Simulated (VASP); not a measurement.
Method: PBE GGA, VASP's PBE PAW potentials (set 64) (plane waves; VASP).

Input for VASP

INCAR:
```
SYSTEM = SnTe
PREC = Accurate
ENCUT = 480
EDIFF = 1E-7
NELM = 100
ALGO = Normal
LREAL = .FALSE.
LASPH = .TRUE.
ISMEAR = 0
SIGMA = 0.05
GGA = PE
LMAXMIX = 4
LWAVE = .FALSE.
LCHARG = .FALSE.
ISIF = 2
```

### KPOINTS
```
Automatic mesh
0
G
  8 8 8
```

**POSCAR**
```
SnTe
1
    0.0000000000     3.2022268377     3.2022268377
    3.2022268377     0.0000000000     3.2022268377
    3.2022268377     3.2022268377     0.0000000000
Sn Te
1 1
Direct
  0.0000000000   0.0000000000   0.0000000000
  0.5000000000   0.5000000000   0.5000000000
```

POTCAR, in this order: Sn_d Te (PBE.64 set). Program: vasp_std.

Unless said otherwise, spin-orbit coupling is left out, though it shifts the bands of the heavy elements here.

Estimate the energy per atom (σ→0), band gap (on the k-mesh).

```yaml
energy per atom (σ→0): -3782 meV/atom
band gap (on the k-mesh): 0.04 eV
```

**OSZICAR**
```
...
DAV:   8    -0.756376070475E+01   -0.77538E-03   -0.73071E-03   902   0.814E-01    0.159E-01
DAV:   9    -0.756384043971E+01   -0.79735E-04   -0.65371E-04  1054   0.272E-01    0.428E-02
DAV:  10    -0.756386480014E+01   -0.24360E-04   -0.88986E-05   848   0.819E-02    0.229E-02
DAV:  11    -0.756387296959E+01   -0.81695E-05   -0.35481E-05   904   0.488E-02    0.197E-02
DAV:  12    -0.756387274572E+01    0.22387E-06   -0.22553E-06  1016   0.957E-03    0.998E-03
DAV:  13    -0.756387228850E+01    0.45721E-06   -0.36767E-07   920   0.432E-03    0.268E-03
DAV:  14    -0.756387224920E+01    0.39309E-07   -0.29103E-07   688   0.627E-03
   1 F= -.75638722E+01 E0= -.75636904E+01  d E =-.363713E-03
```

The compound is SnTe in the rock salt structure, which distorts at low temperature. It was relaxed first.
